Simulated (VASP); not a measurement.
Output of a VASP run:

**OUTCAR**
```
 ion  position               nearest neighbor table
   1  0.000  0.000  0.000-   2 1.95   2 1.95   2 1.95   2 1.95
   2  0.250  0.250  0.250-   1 1.95   1 1.95   1 1.95   1 1.95
  LATTYP: Found a face centered cubic cell.
 ALAT       =     4.4953314672
 Subroutine PRICEL returns:
 Original cell was already a primitive cell.
 Subroutine GETGRP returns: Found 24 space group operations
The static configuration has the point symmetry T_d .
The dynamic configuration has the point symmetry T_d .
 Subroutine INISYM returns: Found 24 space group operations
 Subroutine IBZKPT returns following result:
 Found     47 irreducible k-points:

 Following reciprocal coordinates:
            Coordinates               Weight
  0.000000  0.000000  0.000000      1.000000
  0.100000  0.000000  0.000000      8.000000
  0.200000  0.000000  0.000000      8.000000
  0.300000  0.000000  0.000000      8.000000
  0.400000  0.000000  0.000000      8.000000
  0.500000  0.000000  0.000000      4.000000
  0.100000  0.100000  0.000000      6.000000
  0.200000  0.100000  0.000000     24.000000
  0.300000  0.100000  0.000000     24.000000
  0.400000  0.100000  0.000000     24.000000
  0.500000  0.100000  0.000000     24.000000
 -0.400000  0.100000  0.000000     24.000000
 -0.300000  0.100000  0.000000     24.000000
 -0.200000  0.100000  0.000000     24.000000
 -0.100000  0.100000  0.000000     12.000000
  0.200000  0.200000  0.000000      6.000000
  0.300000  0.200000  0.000000     24.000000
  0.400000  0.200000  0.000000     24.000000
  0.500000  0.200000  0.000000     24.000000
 -0.400000  0.200000  0.000000     24.000000
 -0.300000  0.200000  0.000000     24.000000
 -0.200000  0.200000  0.000000     12.000000
  0.300000  0.300000  0.000000      6.000000
  0.400000  0.300000  0.000000     24.000000
  0.500000  0.300000  0.000000     24.000000
 -0.400000  0.300000  0.000000     24.000000
 -0.300000  0.300000  0.000000     12.000000
  0.400000  0.400000  0.000000      6.000000
  0.500000  0.400000  0.000000     24.000000
 -0.400000  0.400000  0.000000     12.000000
  0.500000  0.500000  0.000000      3.000000
  0.300000  0.200000  0.100000     24.000000
  0.400000  0.200000  0.100000     48.000000
  0.500000  0.200000  0.100000     48.000000
 -0.400000  0.200000  0.100000     24.000000
  0.400000  0.300000  0.100000     24.000000
  0.500000  0.300000  0.100000     48.000000
 -0.400000  0.300000  0.100000     48.000000
 -0.300000  0.300000  0.100000     48.000000
 -0.200000  0.300000  0.100000     24.000000
   k-points           NKPTS =     47   k-points in BZ     NKDIM =     47   number of bands    NBANDS=     13
   number of dos      NEDOS =    301   number of ions     NIONS =      2
   total plane-waves  NPLWV =  21952
   dimension x,y,z NGX =    28 NGY =   28 NGZ =   28
   dimension x,y,z NGXF=    56 NGYF=   56 NGZF=   56
   ions per type =               1   1
   PREC   = accura    normal or accurate (medium, high low for compatibility)
   ISTART =      0    job   : 0-new  1-cont  2-samecut
   ICHARG =      2    charge: 1-file 2-atom 10-const
   ISPIN  =      1    spin polarized calculation?
   LNONCOLLINEAR =      F non collinear calculations
   LSORBIT =      F    spin-orbit coupling
   INIWAV =      1    electr: 0-lowe 1-rand  2-diag
   ENCUT  =  600.0 eV  44.10 Ry    6.64 a.u.   6.35  6.35  6.35*2*pi/ulx,y,z
   NELM   =    100;   NELMIN=  2; NELMDL= -5     # of ELM steps
   EDIFF  = 0.1E-06   stopping-criterion for ELM
   LREAL  =      F    real-space projection
   NLSPLINE    = F    spline interpolate recip. space projectors
   LMAXMIX     =    4 max onsite mixed and CHGCAR
   VOSKOWN=      0    Vosko Wilk Nusair interpolation
   EDIFFG = 0.1E-05   stopping-criterion for IOM
   NSW    =      0    number of steps for IOM
   NBLOCK =      1;   KBLOCK =      1    inner block; outer block
   IBRION =     -1    ionic relax: 0-MD 1-quasi-New 2-CG
...
```

OSZICAR:
```
       N       E                     dE             d eps       ncg     rms          rms(c)
DAV:   1     0.916618860992E+02    0.91662E+02   -0.10683E+04  1326   0.271E+03
DAV:   2    -0.699041608815E+01   -0.98652E+02   -0.93174E+02  1372   0.384E+02
DAV:   3    -0.147970225692E+02   -0.78066E+01   -0.77552E+01  1372   0.958E+01
DAV:   4    -0.149421001320E+02   -0.14508E+00   -0.14483E+00  1404   0.138E+01
DAV:   5    -0.149443021793E+02   -0.22020E-02   -0.22019E-02  1392   0.154E+00    0.722E+00
DAV:   6    -0.131538683906E+02    0.17904E+01   -0.51700E+00  1873   0.491E+01    0.262E+00
DAV:   7    -0.131452116087E+02    0.86568E-02   -0.31723E-01  1227   0.729E+00    0.170E+00
DAV:   8    -0.131283317777E+02    0.16880E-01   -0.63599E-02  1467   0.370E+00    0.693E-01
DAV:   9    -0.131242018288E+02    0.41299E-02   -0.18468E-02  1873   0.334E+00    0.163E-01
DAV:  10    -0.131243036585E+02   -0.10183E-03   -0.15056E-03  1438   0.653E-01    0.652E-02
DAV:  11    -0.131242771838E+02    0.26475E-04   -0.16195E-04  1810   0.244E-01    0.100E-02
DAV:  12    -0.131242791265E+02   -0.19427E-05   -0.12766E-05  1380   0.526E-02    0.349E-03
DAV:  13    -0.131242790271E+02    0.99325E-07   -0.59425E-07  1532   0.803E-03
   1 F= -.13124279E+02 E0= -.13124279E+02  d E =-.197520E-10
```

**OUTCAR**
```
------------------------ aborting loop because EDIFF is reached ----------------------------------------
  FORCE on cell =-STRESS in cart. coord.  units (eV):
  Direction    XX          YY          ZZ          XY          YZ          ZX
  --------------------------------------------------------------------------------------
  Total       -0.0081367     -0.0081367     -0.0081367      0.0000000     -0.0000000      0.0000000
  in kB       -0.5740262     -0.5740262     -0.5740262      0.0000000     -0.0000000      0.0000000
  external PRESSURE =      -0.5740262 kB  Pullay stress =       0.0000000 kB
  volume of cell :       22.71
      direct lattice vectors                 reciprocal lattice vectors
     0.000000000  2.247665734  2.247665734    -0.222453006  0.222453006  0.222453006
     2.247665734  0.000000000  2.247665734     0.222453006 -0.222453006  0.222453006
     2.247665734  2.247665734  0.000000000     0.222453006  0.222453006 -0.222453006
  FREE ENERGIE OF THE ION-ELECTRON SYSTEM (eV)
  ---------------------------------------------------
  free  energy   TOTEN  =       -13.1242790271 eV

  energy  without entropy=      -13.1242790271  energy(sigma->0) =      -13.12427903
```
(Selected blocks of OUTCAR.)

**POSCAR**
```
GaN
1
    0.0000000000     2.2476657336     2.2476657336
    2.2476657336     0.0000000000     2.2476657336
    2.2476657336     2.2476657336     0.0000000000
Ga N
1 1
Direct
  0.0000000000   0.0000000000   0.0000000000
  0.2500000000   0.2500000000   0.2500000000
```

### Question
Write an INCAR and KPOINTS that could have produced this output.

### Answer
This is not unique; one that fits is the input of the run itself, PBEsol GGA, plane waves, VASP's PBE PAW potentials (set 64).

KPOINTS:
```
Automatic mesh
0
Gamma
10 10 10
0 0 0
```

INCAR:
```
SYSTEM = GaN
PREC = Accurate
ENCUT = 600
EDIFF = 1E-7
NELM = 100
ALGO = Normal
LREAL = .FALSE.
LASPH = .TRUE.
ISMEAR = 0
SIGMA = 0.05
GGA = PS
LMAXMIX = 4
LWAVE = .FALSE.
LCHARG = .FALSE.
ISIF = 2
```

POTCAR, in this order: Ga_d N (PBE.64 set). Program: vasp_std.

The compound is GaN in the zinc blende structure, a metastable form; wurtzite is the usual one. It was relaxed first.
